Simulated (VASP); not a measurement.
Output of a VASP run:

File OSZICAR:
```
       N       E                     dE             d eps       ncg     rms          rms(c)
DAV:   1    -0.107022909162E+02   -0.10702E+02   -0.57046E-01   454   0.925E+00    0.138E+00
DAV:   2    -0.107118737574E+02   -0.95828E-02   -0.38180E-02   514   0.119E+00    0.894E-01
DAV:   3    -0.107100616280E+02    0.18121E-02   -0.24655E-03   572   0.565E-01    0.541E-01
DAV:   4    -0.107095625779E+02    0.49905E-03   -0.98037E-04   490   0.302E-01    0.308E-01
DAV:   5    -0.107094845548E+02    0.78023E-04   -0.24824E-04   516   0.151E-01    0.172E-01
DAV:   6    -0.107094476235E+02    0.36931E-04   -0.25303E-05   502   0.663E-02    0.933E-02
DAV:   7    -0.107094325941E+02    0.15029E-04   -0.10021E-05   472   0.343E-02    0.475E-02
DAV:   8    -0.107094286194E+02    0.39747E-05   -0.38846E-06   484   0.163E-02    0.232E-02
DAV:   9    -0.107094277385E+02    0.88089E-06   -0.94006E-07   290   0.812E-03
   1 F= -.10709428E+02 E0= -.10709428E+02  d E =-.156570E-15
```

OUTCAR:
```
------------------------ aborting loop because EDIFF is reached ----------------------------------------
  FORCE on cell =-STRESS in cart. coord.  units (eV):
  Direction    XX          YY          ZZ          XY          YZ          ZX
  --------------------------------------------------------------------------------------
  Total        0.7710976      0.7710976      0.7710976      0.0000000      0.0000000      0.0000000
  in kB       21.8931635     21.8931635     21.8931635      0.0000000      0.0000000      0.0000000
  external PRESSURE =      21.8931635 kB  Pullay stress =       0.0000000 kB
  volume of cell :       56.43
      direct lattice vectors                 reciprocal lattice vectors
     0.000000000  3.044344628  3.044344628    -0.164238961  0.164238961  0.164238961
     3.044344628  0.000000000  3.044344628     0.164238961 -0.164238961  0.164238961
     3.044344628  3.044344628  0.000000000     0.164238961  0.164238961 -0.164238961
  FREE ENERGIE OF THE ION-ELECTRON SYSTEM (eV)
  ---------------------------------------------------
  free  energy   TOTEN  =       -10.7094277385 eV

  energy  without entropy=      -10.7094277385  energy(sigma->0) =      -10.70942774

  exchange ACFDT corr.  =         0.00000000  see jH, gK, PRB 81, 115126
```
(Selected blocks of OUTCAR.)

File POSCAR:
```
PbSe
1
    0.0000000000     3.0443446276     3.0443446276
    3.0443446276     0.0000000000     3.0443446276
    3.0443446276     3.0443446276     0.0000000000
Pb Se
1 1
Direct
  0.0000000000   0.0000000000   0.0000000000
  0.5000000000   0.5000000000   0.5000000000
```

Q: Write an INCAR and KPOINTS that could have produced this output.

A: Several could match; the one computed here: the input of the run itself, PBE0 hybrid, plane waves, VASP's PBE PAW potentials (set 64).

KPOINTS:
```
Automatic mesh
0
Gamma
6 6 6
0 0 0
```

### INCAR
```
# general
SYSTEM   = PbSe
PREC     = Accurate
ENCUT    = 520
LREAL    = F
LASPH    = T
ISYM     = 3

# electronic loop
EDIFF    = 1E-6
NELM     = 60
ALGO     = Normal
LMAXMIX  = 4

# smearing
ISMEAR   = 0
SIGMA    = 0.05

# functional
GGA      = PE
LHFCALC  = T
AEXX     = 0.25
HFRCUT   = -1
PRECFOCK = Fast

# ions
ISIF     = 2

# output
LWAVE    = F
LCHARG   = F
```

POTCAR, in this order: Pb_d Se (PBE.64 set). Program: vasp_std. Read from the step before: WAVECAR.

The compound is PbSe in the rock salt structure. This cell is one point of a volume scan, at 0.94 of the reference volume. The cell's shape comes from a PBE relaxation.
